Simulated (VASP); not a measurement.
```xyz
4
Lattice="2.8206 0.0000 0.0000 -1.4103 2.4428 0.0000 0.0000 0.0000 4.9447" Properties=species:S:1:pos:R:3 pbc="T T T"
Mg     0.0000     0.0000     0.0000
Mg     0.0000     0.0000     2.4724
O      0.0000     1.6285     1.2362
O      1.4103     0.8142     3.7086
```

Computed with PBEsol GGA, VASP's PBE PAW potentials (set 64) (plane waves; VASP). Numerical set-up: 620 eV cut-off, 9×9×5 Γ-centred mesh, Gaussian smearing of 0.050 eV, potentials Mg O.

Q: Predict the energy per atom (σ→0), pressure, band gap (on the k-mesh) with the smallest direct gap where there is one.

A: 
```
Quantity                                      Value
-----------------------------------  --------------
band gap (on the k-mesh)                    5.33 eV
smallest direct gap (on the k-mesh)         5.33 eV
energy per atom (σ→0)                -6.048 eV/atom
pressure                                  20.21 GPa
```

The absolute energy has meaning only against runs of the same code, potentials and settings.

The structure was generated: MgO was put into the NiAs type type (P6_3/mmc), which need not be its known phase. It was relaxed first under an external pressure of 20 GPa.
